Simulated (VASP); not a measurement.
Computed with PBE GGA, VASP's PBE PAW potentials (set 64) (plane waves; VASP 6.6.1).

VASP ran on this input.

File POSCAR:
```
Ba
1.0
  5.0200000000   0.0000000000   0.0000000000
  0.0000000000   5.0200000000   0.0000000000
  0.0000000000   0.0000000000  21.5300000000
Ba
4
Cart
  0.0018072000  -0.0903901200   9.4945147000
  2.4513965200   2.6479847400   7.0305784400
 -0.0646475600   0.0155218400  14.4870202800
  2.6314488600   2.4468835400  12.0478865800
```

### INCAR
```
SYSTEM = Ba
PREC = Accurate; ENCUT = 300; LREAL = .FALSE.
LASPH = .TRUE.
EDIFF = 1E-6; NELM = 100; ALGO = Normal
LMAXMIX = 4
ISMEAR = 0; SIGMA = 0.05
GGA = PE
ISIF = 2
LWAVE = .FALSE.; LCHARG = .FALSE.
```

**KPOINTS**
```
Automatic mesh
0
G
 9 9 1
0 0 0
```

POTCAR, in this order: Ba_sv (PBE.64 set). Program: vasp_std.

The cell holds a wide vacuum, so values per volume refer to the whole cell. Unless said otherwise, spin-orbit coupling is left out, though it shifts the bands of the heavy elements here.

**Question.** What does the run give for the energy per atom (σ→0), largest force, band gap (on the k-mesh)?

**Answer.** 
```yaml
energy per atom (σ→0): -1638 meV/atom
band gap (on the k-mesh): none (metal, semimetal or under 0.01 eV)
largest_force: 0.375 eV/Å
```

**OSZICAR**
```
...
DAV:  14    -0.655385715062E+01    0.17241E-03   -0.33486E-04  2536   0.325E-02    0.186E-02
DAV:  15    -0.655383849087E+01    0.18660E-04   -0.23403E-04  2488   0.510E-02    0.948E-03
DAV:  16    -0.655408222261E+01   -0.24373E-03   -0.51805E-05  2304   0.202E-02    0.675E-03
DAV:  17    -0.655438744244E+01   -0.30522E-03   -0.84962E-05  2416   0.274E-02    0.321E-03
DAV:  18    -0.655444241351E+01   -0.54971E-04   -0.13976E-05  2392   0.155E-02    0.185E-03
DAV:  19    -0.655448104501E+01   -0.38632E-04   -0.11147E-05  1776   0.981E-03    0.572E-04
DAV:  20    -0.655448174857E+01   -0.70355E-06   -0.57767E-07  1928   0.297E-03
   1 F= -.65544817E+01 E0= -.65523110E+01  d E =-.434155E-02
```

The cell is a sheet with vacuum, built from a generated structure.
